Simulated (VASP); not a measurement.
Level of theory: PBEsol GGA, VASP's PBE PAW potentials (set 64) (plane waves; VASP 6.6.1).

A VASP calculation is set up with these files.

KPOINTS:
```
Automatic mesh
0
G
  10 10 8
0 0 0
```

**INCAR**
```
ALGO = Normal
EDIFF = 1E-7
EDIFFG = -0.01
ENCUT = 600
GGA = PS
IBRION = 2
ISIF = 3
ISMEAR = 1
LASPH = .TRUE.
LCHARG = .FALSE.
LREAL = .FALSE.
LWAVE = .FALSE.
NELM = 100
NSW = 40
PREC = Accurate
PSTRESS = 200
SIGMA = 0.1
SYSTEM = MgB2
```

**POSCAR**
```
MgB2
1.0
  1.4923249324  -2.5847820257   0.0000000000
  1.4923249324   2.5847820257   0.0000000000
  0.0000000000   0.0000000000   3.2963824216
Mg B
1 2
Cart
  0.0000000000   0.0000000000   0.0000000000
  1.4923249324   0.8615957318   1.6481912108
  1.4923249324  -0.8615957318   1.6481912108
```

POTCAR, in this order: Mg B (PBE.64 set). Program: vasp_std.

Output of the run:

OSZICAR:
```
       N       E                     dE             d eps       ncg     rms          rms(c)
DAV:   1     0.977077792119E+01    0.97708E+01   -0.44002E+03  1192   0.967E+02
DAV:   2    -0.175022598593E+02   -0.27273E+02   -0.25733E+02  1648   0.128E+02
DAV:   3    -0.177669698408E+02   -0.26471E+00   -0.26431E+00  1456   0.155E+01
DAV:   4    -0.177672624049E+02   -0.29256E-03   -0.29256E-03  1752   0.472E-01
DAV:   5    -0.177672625393E+02   -0.13442E-06   -0.13431E-06  1464   0.767E-03    0.555E+00
DAV:   6    -0.163399321752E+02    0.14273E+01   -0.22140E+00  1208   0.859E+00    0.271E+00
DAV:   7    -0.160571154622E+02    0.28282E+00   -0.12161E+00  1320   0.627E+00    0.763E-01
DAV:   8    -0.160558555989E+02    0.12599E-02   -0.55135E-02  1200   0.177E+00    0.272E-01
DAV:   9    -0.160513846503E+02    0.44709E-02   -0.12807E-02  1264   0.650E-01    0.465E-02
DAV:  10    -0.160513446373E+02    0.40013E-04   -0.63091E-04  1592   0.171E-01    0.187E-02
DAV:  11    -0.160513353535E+02    0.92838E-05   -0.56247E-05  1216   0.495E-02    0.281E-03
DAV:  12    -0.160513349709E+02    0.38264E-06   -0.31577E-06  1424   0.116E-02    0.978E-04
DAV:  13    -0.160513349508E+02    0.20019E-07   -0.13150E-07  1120   0.254E-03
   1 F= -.12876842E+02 E0= -.12876684E+02  d E =-.128768E+02
```

OUTCAR:
```
------------------------ aborting loop because EDIFF is reached ----------------------------------------
  FORCE on cell =-STRESS in cart. coord.  units (eV):
  Direction    XX          YY          ZZ          XY          YZ          ZX
  --------------------------------------------------------------------------------------
  Total        3.1718403      3.1718389      3.1743037      0.0000000      0.0000000     -0.0000000
  in kB      199.8328990    199.8328095    199.9881013      0.0000000      0.0000000     -0.0000000
  external PRESSURE =      -0.1153968 kB  Pullay stress =     200.0000000 kB
  volume of cell :       25.43
      direct lattice vectors                 reciprocal lattice vectors
     1.492324932 -2.584782026  0.000000000     0.335047676 -0.193439909  0.000000000
     1.492324932  2.584782026  0.000000000     0.335047676  0.193439909  0.000000000
     0.000000000  0.000000000  3.296382422     0.000000000  0.000000000  0.303362860
 POSITION                                       TOTAL-FORCE (eV/Angst)
 -----------------------------------------------------------------------------------
      0.00000      0.00000      0.00000        -0.000000     -0.000000      0.000000
      1.49232      0.86160      1.64819         0.000000     -0.000000      0.000000
      1.49232     -0.86160      1.64819        -0.000000      0.000000      0.000000
 -----------------------------------------------------------------------------------
    total drift:                                0.000000     -0.000000      0.000000
  FREE ENERGIE OF THE ION-ELECTRON SYSTEM (eV)
  ---------------------------------------------------
  free  energy   TOTEN  =       -16.0513349508 eV

  energy  without entropy=      -16.0508612007  energy(sigma->0) =      -16.05117703
  enthalpy is  TOTEN    =       -12.8768423562 eV   P V=        3.1744925946

 reached required accuracy - stopping structural energy minimisation
```
(Selected blocks of OUTCAR.)

The compound is MgB2 in the AlB2 type structure. It was relaxed first under an external pressure of 20 GPa.
